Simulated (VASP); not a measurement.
Given:

```
CELL_PARAMETERS angstrom
      2.83250     0.00000     0.00000
     -1.41625     2.45302     0.00000
      0.00000     0.00000     2.65157
ATOMIC_POSITIONS crystal
  Cu 0.00000 0.00000 0.00000
  O  0.66667 0.33333 0.50000
```

The numbers are results of PBEsol GGA, VASP's PBE PAW potentials (set 64) (plane waves; VASP), not measurements. Numerical set-up: 520 eV cut-off, Gaussian smearing of 0.050 eV, potentials Cu O.

Task: Give the energies of bands 2 to 10 at the high-symmetry points, in eV from the Fermi level.

Result: 
| band | Γ | M | K | A | L | H |
|---|---|---|---|---|---|---|
| 2 | -4.00 | -7.45 | -6.48 | -8.12 | -6.39 | -6.24 |
| 3 | -4.00 | -3.99 | -5.63 | -3.58 | -5.86 | -6.15 |
| 4 | -3.41 | -3.29 | -3.98 | -3.58 | -4.69 | -4.53 |
| 5 | -2.48 | -3.15 | -2.15 | -2.30 | -1.92 | -2.20 |
| 6 | -1.82 | -1.93 | -2.04 | -2.30 | -1.48 | -1.70 |
| 7 | -1.82 | -1.40 | -1.89 | -1.39 | -1.37 | -1.50 |
| 8 | -0.11 | -1.28 | -1.66 | -0.25 | -1.20 | -0.49 |
| 9 | -0.11 | 0.34 | 0.60 | -0.25 | 0.60 | 0.60 |
| 10 | 1.24 | 6.13 | 8.98 | 7.47 | 5.29 | 6.16 |

It has no gap at this level: it comes out as a metal or semimetal.

The structure was generated: CuO was put into the WC type (P-6m2), which need not be its known phase. It was relaxed first, which changed the volume by +39 %. The electron count is odd and the run is not spin-polarised, which forces a metal.
